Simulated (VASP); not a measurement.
Calculation: r2SCAN meta-GGA, VASP's PBE PAW potentials (set 64) (plane waves; VASP).

VASP ran on this input.

### POSCAR
```
LiH
1.0
  0.0000000000   1.9970481040   1.9970481040
  1.9970481040   0.0000000000   1.9970481040
  1.9970481040   1.9970481040   0.0000000000
Li H
1 1
Direct
  0.0000000000   0.0000000000   0.0000000000
  0.5000000000   0.5000000000   0.5000000000
```

### INCAR
```
SIGMA=0.05   ! width (eV)
SYSTEM=LiH
METAGGA=R2SCAN
ISIF=3
NSW=60   ! most ionic steps
LASPH=.TRUE.
ENCUT=520   ! plane-wave cut-off (eV)
LCHARG=.FALSE.
LWAVE=.FALSE.
NELM=100
IBRION=2   ! conjugate gradients
EDIFFG=-0.01
EDIFF=1E-6
ALGO=Normal   ! blocked Davidson
LMIXTAU=.TRUE.
ISMEAR=0   ! Gaussian
PREC=Accurate
LREAL=.FALSE.   ! projection in real space or not
```

### KPOINTS
```
K-points
0
G
  10 10 10
0 0 0
```

POTCAR, in this order: Li_sv H (PBE.64 set). Program: vasp_std.

Question: What will the output report for the number of irreducible k-points (NKPTS), number of bands (NBANDS), largest plane-wave count, number of space-group operations, FFT grid (NGX, NGY, NGZ)?

Answer: 
```
Item                                           Value
--------------------------------------  ------------
number of irreducible k-points (NKPTS)            47
number of bands (NBANDS)                           6
largest plane-wave count                         444
number of space-group operations                  48
FFT grid (NGX, NGY, NGZ)                24 × 24 × 24
```

The compound is LiH in the rock salt structure. It was relaxed first, which changed the volume by -6 %. The start is the result of an earlier pass.
